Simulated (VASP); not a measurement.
Output of a VASP run:

**OSZICAR**
```
       N       E                     dE             d eps       ncg     rms          rms(c)
DAV:   1    -0.265486854209E+01   -0.26549E+01   -0.58519E+02  1280   0.184E+02
DAV:   2    -0.375583425642E+01   -0.11010E+01   -0.96675E+00  1395   0.213E+01
DAV:   3    -0.376290448528E+01   -0.70702E-02   -0.70657E-02  1370   0.193E+00
DAV:   4    -0.376291722181E+01   -0.12737E-04   -0.12736E-04  1395   0.795E-02
DAV:   5    -0.376291725364E+01   -0.31826E-07   -0.32896E-07  1400   0.323E-03    0.141E+00
DAV:   6    -0.374956955204E+01    0.13348E-01   -0.14777E-03  1240   0.265E-01    0.816E-01
DAV:   7    -0.373970861623E+01    0.98609E-02   -0.45795E-03  1230   0.438E-01    0.161E-01
DAV:   8    -0.373970511571E+01    0.35005E-05   -0.23048E-05  1265   0.506E-02    0.180E-02
DAV:   9    -0.373970304390E+01    0.20718E-05   -0.12018E-06  1260   0.731E-03    0.915E-04
DAV:  10    -0.373970280083E+01    0.24307E-06   -0.51122E-09   660   0.766E-04
   1 F= -.37397028E+01 E0= -.37321240E+01  d E =-.151575E-01
```

**OUTCAR**
```
------------------------ aborting loop because EDIFF is reached ----------------------------------------
  FORCE on cell =-STRESS in cart. coord.  units (eV):
  Direction    XX          YY          ZZ          XY          YZ          ZX
  --------------------------------------------------------------------------------------
  Total        0.1963355      0.1963355      0.1963355     -0.0000000      0.0000000      0.0000000
  in kB       19.5801206     19.5801206     19.5801206     -0.0000000      0.0000000      0.0000000
  external PRESSURE =      19.5801206 kB  Pullay stress =       0.0000000 kB
  volume of cell :       16.07
      direct lattice vectors                 reciprocal lattice vectors
     0.000000000  2.002725000  2.002725000    -0.249659838  0.249659838  0.249659838
     2.002725000  0.000000000  2.002725000     0.249659838 -0.249659838  0.249659838
     2.002725000  2.002725000  0.000000000     0.249659838  0.249659838 -0.249659838
 POSITION                                       TOTAL-FORCE (eV/Angst)
 -----------------------------------------------------------------------------------
      0.00000      0.00000      0.00000        -0.000000      0.000000     -0.000000
 -----------------------------------------------------------------------------------
    total drift:                                0.000000     -0.000000     -0.000000
  FREE ENERGIE OF THE ION-ELECTRON SYSTEM (eV)
  ---------------------------------------------------
  free  energy   TOTEN  =        -3.7397028008 eV

  energy  without entropy=       -3.7245452598  energy(sigma->0) =       -3.73212403
```
(Selected blocks of OUTCAR.)

### POSCAR
```
Al
1
    0.0000000000     2.0027250000     2.0027250000
    2.0027250000     0.0000000000     2.0027250000
    2.0027250000     2.0027250000     0.0000000000
Al
1
Direct
  0.0000000000   0.0000000000   0.0000000000
```

**Question.** Reconstruct the remaining input files.

**Answer.** This is not unique; one that fits is the input of the run itself, PBE GGA, plane waves, VASP's PBE PAW potentials (set 64).

File KPOINTS:
```
kpoints
0
gamma
  14 14 14
```

**INCAR**
```
ISMEAR  =  -1   ! Fermi-Dirac
ENCUT  =  300
SIGMA  =  0.1   ! width (eV)
GGA  =  PE   ! PBE
NELM  =  100
ALGO  =  Normal
LCHARG  =  .FALSE.
ISIF  =  2   ! forces and stress, cell fixed
SYSTEM  =  Al
EDIFF  =  1E-6
LREAL  =  .FALSE.   ! projection in real space or not
LWAVE  =  .FALSE.
PREC  =  Accurate
LASPH  =  .TRUE.   ! aspherical one-centre terms
```

POTCAR, in this order: Al (PBE.64 set). Program: vasp_std.

The structure is a typed Al crystal (Fm-3m). The cell was not relaxed at this level.
